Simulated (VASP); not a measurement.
All values below come from PBE GGA, VASP's PBE PAW potentials (set 64) (plane waves; VASP).

Input for VASP

**INCAR**
```
SYSTEM  =  Al
PREC  =  Accurate; ENCUT  =  400; LREAL  =  F
LASPH  =  T; KSPACING  =  0.16; KGAMMA  =  T
EDIFF  =  1E-6; NELM  =  100; ALGO  =  Normal
ISMEAR  =  1; SIGMA  =  0.1
GGA  =  PE
ISIF  =  2
LWAVE  =  F; LCHARG  =  F
```

**POSCAR**
```
Al
1
    0.0000000000     2.0250000000     2.0250000000
    2.0250000000     0.0000000000     2.0250000000
    2.0250000000     2.0250000000     0.0000000000
Al
1
Direct
  0.0000000000   0.0000000000   0.0000000000
```

POTCAR, in this order: Al (PBE.64 set). Program: vasp_std.

The resulting files:

OUTCAR:
```
 ion  position               nearest neighbor table
   1  0.000  0.000  0.000-
  LATTYP: Found a face centered cubic cell.
 ALAT       =     4.0500000000
 Subroutine PRICEL returns:
 Original cell was already a primitive cell.
 Subroutine GETGRP returns: Found 48 space group operations
The static configuration has the point symmetry O_h .
The dynamic configuration has the point symmetry O_h .
 Subroutine INISYM returns: Found 48 space group operations
 Subroutine IBZKPT returns following result:
 Found    165 irreducible k-points:

 Following reciprocal coordinates:
            Coordinates               Weight
  0.000000  0.000000  0.000000      1.000000
  0.058824  0.000000  0.000000      8.000000
  0.117647  0.000000  0.000000      8.000000
  0.176471  0.000000  0.000000      8.000000
  0.235294  0.000000  0.000000      8.000000
  0.294118  0.000000  0.000000      8.000000
  0.352941  0.000000  0.000000      8.000000
  0.411765  0.000000  0.000000      8.000000
  0.470588  0.000000  0.000000      8.000000
  0.058824  0.058824  0.000000      6.000000
  0.117647  0.058824  0.000000     24.000000
  0.176471  0.058824  0.000000     24.000000
  0.235294  0.058824  0.000000     24.000000
  0.294118  0.058824  0.000000     24.000000
  0.352941  0.058824  0.000000     24.000000
  0.411765  0.058824  0.000000     24.000000
  0.470588  0.058824  0.000000     24.000000
 -0.470588  0.058824  0.000000     24.000000
 -0.411765  0.058824  0.000000     24.000000
 -0.352941  0.058824  0.000000     24.000000
 -0.294118  0.058824  0.000000     24.000000
 -0.235294  0.058824  0.000000     24.000000
 -0.176471  0.058824  0.000000     24.000000
 -0.117647  0.058824  0.000000     24.000000
 -0.058824  0.058824  0.000000     12.000000
...
```

**OSZICAR**
```
       N       E                     dE             d eps       ncg     rms          rms(c)
DAV:   1    -0.220652092830E+01   -0.22065E+01   -0.72754E+02  1960   0.250E+02
DAV:   2    -0.375824897844E+01   -0.15517E+01   -0.13822E+01  2215   0.256E+01
DAV:   3    -0.376957041488E+01   -0.11321E-01   -0.11321E-01  2105   0.246E+00
DAV:   4    -0.376960032834E+01   -0.29913E-04   -0.29914E-04  2305   0.130E-01
DAV:   5    -0.376960053033E+01   -0.20199E-06   -0.20097E-06  2220   0.804E-03    0.129E+00
DAV:   6    -0.375673091827E+01    0.12870E-01   -0.16598E-03  1980   0.305E-01    0.754E-01
DAV:   7    -0.374728920327E+01    0.94417E-02   -0.50140E-03  1940   0.493E-01    0.145E-01
DAV:   8    -0.374728634709E+01    0.28562E-05   -0.25354E-05  1995   0.535E-02    0.727E-03
DAV:   9    -0.374728478813E+01    0.15590E-05   -0.11199E-06  1920   0.721E-03    0.123E-03
DAV:  10    -0.374728443241E+01    0.35572E-06   -0.60021E-09  1115   0.844E-04
   1 F= -.37472844E+01 E0= -.37470888E+01  d E =-.586816E-03
```

**OUTCAR**
```
------------------------ aborting loop because EDIFF is reached ----------------------------------------
  FORCE on cell =-STRESS in cart. coord.  units (eV):
  Direction    XX          YY          ZZ          XY          YZ          ZX
  --------------------------------------------------------------------------------------
  Total       -0.0644512     -0.0644512     -0.0644512      0.0000000     -0.0000000      0.0000000
  in kB       -6.2177974     -6.2177974     -6.2177974      0.0000000     -0.0000000      0.0000000
  external PRESSURE =      -6.2177974 kB  Pullay stress =       0.0000000 kB
  volume of cell :       16.61
      direct lattice vectors                 reciprocal lattice vectors
     0.000000000  2.025000000  2.025000000    -0.246913580  0.246913580  0.246913580
     2.025000000  0.000000000  2.025000000     0.246913580 -0.246913580  0.246913580
     2.025000000  2.025000000  0.000000000     0.246913580  0.246913580 -0.246913580
 POSITION                                       TOTAL-FORCE (eV/Angst)
 -----------------------------------------------------------------------------------
      0.00000      0.00000      0.00000         0.000000      0.000000     -0.000000
 -----------------------------------------------------------------------------------
    total drift:                               -0.000000     -0.000000     -0.000000
  FREE ENERGIE OF THE ION-ELECTRON SYSTEM (eV)
  ---------------------------------------------------
  free  energy   TOTEN  =        -3.7472844324 eV

  energy  without entropy=       -3.7466976162  energy(sigma->0) =       -3.74708883
```
(Selected blocks of OUTCAR.)

OUTCAR:
```
 val. band max:        7.8985351896   @ k =  -0.3529   0.3529   0.0000

 cond. band min:       7.9413579647   @ k =  -0.4118   0.3529   0.0000


 Fermi energy:         7.9377289327

 k-point     1 :       0.0000    0.0000    0.0000
  band No.  band energies     occupation
      1      -3.1565      2.00000
      2      20.5189      0.00000
      3      20.5189      0.00000
      4      20.5189      0.00000
      5      21.9594      0.00000

 k-point     2 :       0.0588    0.0000    0.0000
  band No.  band energies     occupation
      1      -3.0629      2.00000
      2      18.8703      0.00000
      3      20.1698      0.00000
      4      20.1698      0.00000
      5      22.4534      0.00000

 k-point     3 :       0.1176    0.0000    0.0000
  band No.  band energies     occupation
      1      -2.7822      2.00000
      2      16.5153      0.00000
      3      19.6262      0.00000
      4      19.6262      0.00000
      5      22.6021      0.00000

 k-point     4 :       0.1765    0.0000    0.0000
  band No.  band energies     occupation
      1      -2.3157      2.00000
      2      14.1638      0.00000
      3      19.1701      0.00000
      4      19.1701      0.00000
      5      22.4248      0.00000

 k-point     5 :       0.2353    0.0000    0.0000
  band No.  band energies     occupation
      1      -1.6652      2.00000
      2      11.9053      0.00000
      3      18.8514      0.00000
      4      18.8514      0.00000
      5      22.2577      0.00000

 k-point     6 :       0.2941    0.0000    0.0000
  band No.  band energies     occupation
      1      -0.8331      2.00000
      2       9.7717     -0.00000
      3      18.6825      0.00000
      4      18.6825      0.00000
      5      21.8661      0.00000

 k-point     7 :       0.3529    0.0000    0.0000
  band No.  band energies     occupation
      1       0.1775      2.00000
      2       7.7786      2.04690
      3      18.6679      0.00000
...
```

The compound is Al in the fcc structure. The cell was not relaxed at this level. The run is one of a series of settings (KGAMMA = .TRUE., KSPACING = 0.16, KPOINTS file removed against the base run), some of them coarse on purpose.
